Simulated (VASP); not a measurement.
Consider the following.

```xyz
4
Lattice="3.8409 0.0000 0.0000 -1.9205 3.3264 0.0000 0.0000 0.0000 6.4428" Properties=species:S:1:pos:R:3 pbc="T T T"
Cd     3.8409     0.0000     0.0000
Cd     3.8409     0.0000     3.2214
S      0.0000     2.2176     1.6107
S      1.9205     1.1088     4.8321
```

Computed with r2SCAN meta-GGA, VASP's PBE PAW potentials (set 64) (plane waves; VASP). Run with 400 eV cut-off, 8×8×4 Γ-centred mesh, tetrahedra with Blöchl corrections, potentials Cd S.

The cores are frozen, which limits the accuracy of field gradients.

Task: Give the principal components of the electric field gradient (V/Å²) and the asymmetry η at each nucleus.

Result: 
| atom | Vxx | Vyy | Vzz | η |
|---|---|---|---|---|
| Cd1 | 4.6 | 4.6 | -9.2 | 0.00 |
| Cd2 | 4.6 | 4.6 | -9.2 | 0.00 |
| S3 | -6.1 | -6.1 | 12.3 | 0.00 |
| S4 | -6.1 | -6.1 | 12.3 | 0.00 |

The structure was generated: CdS was put into the NiAs type (P6_3/mmc), which need not be its known phase. It was relaxed first, which changed the volume by +8 %.
